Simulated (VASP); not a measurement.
Data:

```yaml
crystal:
  lattice:
    - [6.40067, 0.00000, 0.00000]
    - [0.00000, 6.40067, 0.00000]
    - [0.00000, 0.00000, 6.57356]
  atoms:
    - { symbol: Pd, position: [0.00000, 0.50000, 0.00000] }
    - { symbol: Pd, position: [0.50000, 0.00000, 0.50000] }
    - { symbol: Pd, position: [0.00000, 0.00000, 0.25000] }
    - { symbol: Pd, position: [0.00000, 0.00000, 0.75000] }
    - { symbol: Pd, position: [0.47082, 0.25787, 0.00000] }
    - { symbol: Pd, position: [0.52918, 0.74213, 0.00000] }
    - { symbol: Pd, position: [0.74213, 0.47082, 0.50000] }
    - { symbol: Pd, position: [0.25787, 0.52918, 0.50000] }
    - { symbol: S, position: [0.19442, 0.30682, 0.22802] }
    - { symbol: S, position: [0.80558, 0.69318, 0.22802] }
    - { symbol: S, position: [0.69318, 0.19442, 0.72802] }
    - { symbol: S, position: [0.30682, 0.80558, 0.72802] }
    - { symbol: S, position: [0.80558, 0.69318, 0.77198] }
    - { symbol: S, position: [0.19442, 0.30682, 0.77198] }
    - { symbol: S, position: [0.30682, 0.80558, 0.27198] }
    - { symbol: S, position: [0.69318, 0.19442, 0.27198] }
```

Level of theory: PBEsol GGA, VASP's PBE PAW potentials (set 64) (plane waves; VASP). Numerical set-up: LREAL = Auto, 400 eV cut-off, Gaussian smearing of 0.050 eV, potentials Pd S.

**Question.** Give the energies of bands 55 to 68 at the high-symmetry points, in eV from the Fermi level.

**Answer.** 
```
band      Γ      X      M      Z      R      A
----  -----  -----  -----  -----  -----  -----
55    -1.10  -1.08  -1.00  -1.15  -0.98  -1.17
56    -1.09  -1.02  -0.99  -1.15  -0.96  -1.17
57    -1.01  -0.94  -0.88  -1.01  -0.87  -0.89
58    -1.01  -0.86  -0.85  -1.01  -0.73  -0.89
59    -0.85  -0.78  -0.85  -0.50  -0.69  -0.54
60    -0.82  -0.54  -0.74  -0.50  -0.64  -0.54
61    -0.26  -0.43  -0.74  -0.34  -0.63  -0.52
62    -0.16  -0.26  -0.52  -0.34  -0.55  -0.52
63    -0.15  -0.09  -0.38   0.00  -0.43  -0.24
64    -0.15  -0.07  -0.38   0.00  -0.24  -0.24
65     0.00   1.28   1.15   1.05   0.67   0.60
66     2.30   1.46   1.21   1.05   1.21   0.60
67     2.43   1.85   1.49   1.92   1.76   0.93
68     2.43   1.89   2.15   1.92   1.78   0.93
```

It has no gap at this level: it comes out as a metal or semimetal.

The compound is PdS in the sg84 structure. It was relaxed first.
